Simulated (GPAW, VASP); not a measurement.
Given: the input of a run of VASP 6.6.1 on SnCl. The cell comes from a database or a generator and needn't be the stable form of this composition.

INCAR

```
ALGO     = Normal         # electronic algorithm
EDIFF    = 1E-7           # SCF threshold, eV
ENCUT    = 520            # plane-wave cutoff, eV
GGA      = PE             # functional
ISIF     = 2              # what is computed and relaxed
ISMEAR   = -1             # smearing method
LASPH    = True           # aspherical terms in the spheres
LCHARG   = False          # write CHGCAR
LREAL    = False          # projectors in reciprocal space
LWAVE    = False          # write WAVECAR
NBANDS   = 29             # bands
NELM     = 80             # most SCF steps
PREC     = Accurate       # precision mode
SIGMA    = 0.05           # smearing width, eV
```

The input KPOINTS:

```
k-points
0
Gamma
  9 9 3
```

File POSCAR:

```
SnCl
1.0
    3.4975457026      0.0000000000      0.0000000000
   -1.7487728513      3.0289634293      0.0000000000
    0.0000000000      0.0000000000     10.0622090000
Sn Cl
2 2
Direct
    0.6666666667      0.3333333333      0.8205100000
    0.3333333333      0.6666666667      0.3205100000
    0.6666666667      0.3333333333      0.5544910000
    0.3333333333      0.6666666667      0.0544910000
```

Potentials or basis: VASP PAW PBE potentials, release 64 (Sn_d, Cl).

The run is started by

```console
$ cat potpaw_PBE.64/Sn_d/POTCAR potpaw_PBE.64/Cl/POTCAR > POTCAR
$ mpirun -np 1 vasp_std > vasp.out
```

Q: Set up the same calculation for GPAW 26.7.0 (ASE script). Potentials or basis there: GPAW PAW data sets (gpaw-data 1.2.1), cutoff 600 eV.

A: As run (cutoffs and basis follow the program's own potentials, and thresholds, step limits or extra output files can differ):

run.py

```python
from ase import Atoms
from ase.dft.bandgap import bandgap
from ase.io import write
from ase.units import Bohr, GPa
from gpaw import GPAW, PW
from gpaw.elf import elf_from_dft_calculation

atoms = Atoms(['Sn', 'Sn', 'Cl', 'Cl'],
              cell=[[3.4975457026, 0.0, 0.0],
                    [-1.7487728513, 3.0289634293, 0.0],
                    [0.0, 0.0, 10.062209]],
              scaled_positions=[[0.6666666667, 0.3333333333, 0.82051],
                                [0.3333333333, 0.6666666667, 0.32051],
                                [0.6666666667, 0.3333333333, 0.554491],
                                [0.3333333333, 0.6666666667, 0.054491]],
              pbc=True)

calc = GPAW(mode=PW(600),
            xc='PBE',
            kpts={'size': (9, 9, 3), 'gamma': True},
            occupations={'name': 'fermi-dirac', 'width': 0.05},
            nbands=35,
            convergence={'density': 1e-05, 'energy': 1e-05},
            maxiter=150,
            txt='gpaw.txt')
atoms.calc = calc
energy = atoms.get_potential_energy()
forces = atoms.get_forces()
stress = atoms.get_stress()
calc.write('gs.gpw')
write('result.traj', atoms)
print(f'Energy: {energy:.6f} eV')
print('Forces (eV/A):')
print(forces.round(4))
print('Stress (GPa):', (stress / GPa).round(3))
print('Fermi level:', round(calc.get_fermi_level(), 4), 'eV')
print(f'Gap: {bandgap(calc)[0]:.4f} eV, direct: {bandgap(calc, direct=True)[0]:.4f} eV')

# fields on the real-space grid
write('density.cube', atoms, data=calc.get_pseudo_density() * Bohr**3)
write('potential.cube', atoms, data=calc.get_electrostatic_potential())
write('elf.cube', atoms, data=elf_from_dft_calculation(calc).data)
```

Potentials or basis: GPAW PAW data sets (gpaw-data 1.2.1), pw.

Launch:

```console
$ OMP_NUM_THREADS=1 python run.py
```

Both were run:

|  | VASP | GPAW |
| --- | --- | --- |
| Pressure | -0.3 GPa | -0.4 GPa |
| Largest force | 0.103 eV/Å | 0.111 eV/Å |

Pressure is positive in compression.
